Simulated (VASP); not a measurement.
Mo: single point with PBEsol

The system is Mo.

```xyz
1
Lattice="-1.5499 1.5499 1.5499 1.5499 -1.5499 1.5499 1.5499 1.5499 -1.5499" Properties=species:S:1:pos:R:3 pbc="T T T"
Mo    0.0000    0.0000    0.0000
```

The cell isn't the ideal one: a relaxed cell with its volume scaled by 0.97.

- Program: VASP 6.6.1
- Task: single point
- Functional: PBEsol
- Potentials or basis: VASP PAW PBE potentials, release 64 (Mo_sv)
- Cutoff: 520 eV
- k mesh: 18 × 18 × 18
- Occupations: gaussian, width 0.1 eV
- Spin: no spin polarisation

* Pressure: 9.3 GPa
* Band gap on the k mesh: none (metal or under the smearing width)

Levels at points of the mesh, in eV from the Fermi level:
| k point | band 4 | band 5 | band 6 | band 7 | band 8 | band 9 | band 10 | band 11 |
| --- | --- | --- | --- | --- | --- | --- | --- | --- |
| (0.00, 0.00, 0.00) | -34.40 | -7.47 | -1.49 | -1.49 | -1.49 | 1.71 | 1.71 | 14.85 |
| (0.50, 0.00, 0.00) | -34.42 | -5.68 | -3.68 | 1.77 | 1.78 | 2.44 | 5.10 | 12.00 |
| (0.50, 0.50, 0.50) | -35.52 | -5.88 | -5.88 | 4.27 | 4.27 | 4.27 | 9.38 | 9.38 |

Run time: 13 s on 1 thread of Intel(R) Xeon(R) 6975P-C (Granite Rapids) (shared host), peak memory 0.15 GiB.

Caveat: the PAW data sets were made with another functional, which shifts forces and pressure a little.
